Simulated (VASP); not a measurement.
An input for Quantum ESPRESSO's pw.x (written as the equivalent of a VASP run, and not itself run):

```
&CONTROL
  calculation = 'vc-relax'
  pseudo_dir = './pseudo'
  outdir = './out'
  tprnfor = .true.
  tstress = .true.
  nstep = 60
  forc_conv_thr = 0.00039
/
&SYSTEM
  ibrav = 0
  nat = 2
  ntyp = 1
  ecutwfc = 36
  occupations = 'smearing'
  smearing = 'gaussian'
  degauss = 0.003675
  input_dft = 'pbe'
  vdw_corr = 'grimme-d3'
  dftd3_version = 4
  dftd3_threebody = .false.
/
&ELECTRONS
  conv_thr = 7.3e-08
  electron_maxstep = 100
/
&IONS
/
&CELL
/
ATOMIC_SPECIES
  Si 28.085 Si.upf
CELL_PARAMETERS angstrom
     0.0000000    2.7155000    2.7155000
     2.7155000    0.0000000    2.7155000
     2.7155000    2.7155000    0.0000000
ATOMIC_POSITIONS crystal
  Si   0.0000000  0.0000000  0.0000000
  Si   0.2500000  0.2500000  0.2500000
K_POINTS automatic
  8 8 8 0 0 0
```

Question: Write the VASP files for the same calculation (PBE-D3(BJ)).

Answer: This is not unique; one that fits is 
File POSCAR:
```
Si
1
    0.0000000000     2.7155000000     2.7155000000
    2.7155000000     0.0000000000     2.7155000000
    2.7155000000     2.7155000000     0.0000000000
Si
2
Direct
  0.0000000000   0.0000000000   0.0000000000
  0.2500000000   0.2500000000   0.2500000000
```

INCAR:
```
! general
SYSTEM = Si
PREC   = Accurate
ENCUT  = 520
LREAL  = .FALSE.
LASPH  = .TRUE.

! electronic loop
EDIFF  = 1E-6
NELM   = 100
ALGO   = Normal

! smearing
ISMEAR = 0
SIGMA  = 0.05

! functional
GGA    = PE
IVDW   = 12

! ions
IBRION = 2
NSW    = 60
ISIF   = 3
EDIFFG = -0.01

! output
LWAVE  = .FALSE.
LCHARG = .FALSE.
```

### KPOINTS
```
Automatic mesh
0
Gamma
8 8 8
0 0 0
```

POTCAR, in this order: Si (PBE.64 set). Program: vasp_std.

Limits of the translation: the potentials are each code's own (VASP's PAW set, PseudoDojo norm-conserving files in pw.x), so ENCUT and ecutwfc are chosen apart and not converted; conv_thr bounds pw.x's estimated SCF error, while EDIFF bounds the energy change between steps; forc_conv_thr acts on force components and is met together with etot_conv_thr.

The compound is Si in the diamond structure. This run relaxes it. Symmetry was kept, so distortions that lower it aren't found.
